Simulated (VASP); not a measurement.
Level of theory: PBEsol GGA, VASP's PBE PAW potentials (set 64) (plane waves; VASP).

VASP ran on this input.

**KPOINTS**
```
Automatic
0
G
 7 7 4
```

**POSCAR**
```
CdSe
1.0
  2.1345278980  -3.6971105335   0.0000000000
  2.1345278980   3.6971105335   0.0000000000
  0.0000000000   0.0000000000   6.9612487320
Cd Se
2 2
Cartesian
  2.1345278980  -1.2323726426   3.4807327916
  2.1345278980   1.2323726426   0.0001084256
  2.1345278980  -1.2323726426   6.0979454636
  2.1345278980   1.2323726426   2.6173210976
```

### INCAR
```
! general
SYSTEM  = CdSe
PREC    = Accurate
ENCUT   = 520   ! plane-wave cut-off (eV)
LREAL   = .FALSE.   ! projection in real space or not
LASPH   = .TRUE.

! electronic loop
EDIFF   = 1E-7
NELM    = 100
ALGO    = Normal   ! blocked Davidson
LMAXMIX = 4   ! l cut-off of mixed one-centre charges

! smearing
ISMEAR  = 0   ! Gaussian
SIGMA   = 0.05   ! width (eV)

! functional
GGA     = PS   ! PBEsol

! ions
IBRION  = 2   ! conjugate gradients
NSW     = 30   ! most ionic steps
ISIF    = 4   ! ions and shape, fixed volume
EDIFFG  = -0.01   ! ionic stop

! output
LWAVE   = .FALSE.
LCHARG  = .FALSE.
```

POTCAR, in this order: Cd Se (PBE.64 set). Program: vasp_std.

What VASP printed:

**OUTCAR**
```
 ion  position               nearest neighbor table
   1  0.667  0.333  0.500-   4 2.61   4 2.61   4 2.61   3 2.62
   2  0.333  0.667  0.000-   3 2.61   3 2.61   3 2.61   4 2.62
   3  0.667  0.333  0.876-   2 2.61   2 2.61   2 2.61   1 2.62
   4  0.333  0.667  0.376-   1 2.61   1 2.61   1 2.61   2 2.62
  LATTYP: Found a hexagonal cell.
 ALAT       =     4.2690555916
 C/A-ratio  =     1.6306296750
 Subroutine PRICEL returns:
 Original cell was already a primitive cell.
 Subroutine GETGRP returns: Found 12 space group operations
The static configuration has the point symmetry C_3v.
 The point group associated with its full space group is C_6v.
The dynamic configuration has the point symmetry C_3v.
 Subroutine INISYM returns: Found 12 space group operations
 Subroutine IBZKPT returns following result:
 Found     24 irreducible k-points:

 Following reciprocal coordinates:
            Coordinates               Weight
  0.000000  0.000000  0.000000      1.000000
  0.142857  0.000000  0.000000      6.000000
  0.285714 -0.000000  0.000000      6.000000
  0.428571 -0.000000  0.000000      6.000000
  0.142857  0.142857  0.000000      6.000000
...
```

**OSZICAR**
```
       N       E                     dE             d eps       ncg     rms          rms(c)
DAV:   1     0.244259567691E+03    0.24426E+03   -0.17280E+04  1056   0.148E+03
DAV:   2     0.228405187596E+00   -0.24403E+03   -0.23865E+03  1158   0.351E+02
DAV:   3    -0.129699259477E+02   -0.13198E+02   -0.13160E+02  1260   0.820E+01
DAV:   4    -0.130893762121E+02   -0.11945E+00   -0.11941E+00  1134   0.750E+00
DAV:   5    -0.130903622819E+02   -0.98607E-03   -0.98601E-03  1278   0.630E-01    0.933E+00
DAV:   6    -0.123749729050E+02    0.71539E+00   -0.17091E+00  1366   0.145E+01    0.723E+00
DAV:   7    -0.123388003603E+02    0.36173E-01   -0.59495E-01  1158   0.450E+00    0.282E+00
DAV:   8    -0.123336877316E+02    0.51126E-02   -0.77512E-02  1128   0.325E+00    0.410E-01
DAV:   9    -0.123330848482E+02    0.60288E-03   -0.10425E-02  1212   0.138E+00    0.141E-01
DAV:  10    -0.123330790774E+02    0.57708E-05   -0.91853E-04  1188   0.379E-01    0.660E-02
DAV:  11    -0.123331376538E+02   -0.58576E-04   -0.15710E-04  1158   0.942E-02    0.219E-02
DAV:  12    -0.123331309217E+02    0.67321E-05   -0.58204E-05  1306   0.890E-02    0.940E-03
DAV:  13    -0.123331323537E+02   -0.14320E-05   -0.78754E-06  1122   0.262E-02    0.450E-03
DAV:  14    -0.123331323145E+02    0.39219E-07   -0.64848E-07  1132   0.400E-03
   1 F= -.12333132E+02 E0= -.12333132E+02  d E =-.123331E+02
```

File OUTCAR:
```
------------------------ aborting loop because EDIFF is reached ----------------------------------------
  FORCE on cell =-STRESS in cart. coord.  units (eV):
  Direction    XX          YY          ZZ          XY          YZ          ZX
  --------------------------------------------------------------------------------------
  Total        1.1517707      1.1517706      1.1692418      0.0000000      0.0000000      0.0000000
  in kB       16.7955873     16.7955852     17.0503584      0.0000000      0.0000000      0.0000000
  external PRESSURE =      16.8805103 kB  Pullay stress =       0.0000000 kB
  volume of cell :      109.87
      direct lattice vectors                 reciprocal lattice vectors
     2.134527898 -3.697110534  0.000000000     0.234243835 -0.135240750  0.000000000
     2.134527898  3.697110534  0.000000000     0.234243835  0.135240750  0.000000000
     0.000000000  0.000000000  6.961248732     0.000000000  0.000000000  0.143652387
  FREE ENERGIE OF THE ION-ELECTRON SYSTEM (eV)
  ---------------------------------------------------
  free  energy   TOTEN  =       -12.3331323145 eV

  energy  without entropy=      -12.3331323145  energy(sigma->0) =      -12.33313231

 reached required accuracy - stopping structural energy minimisation
```
(Selected blocks of OUTCAR.)

The compound is CdSe in the wurtzite structure. This cell is one point of a volume scan, at 0.97 of the reference volume.
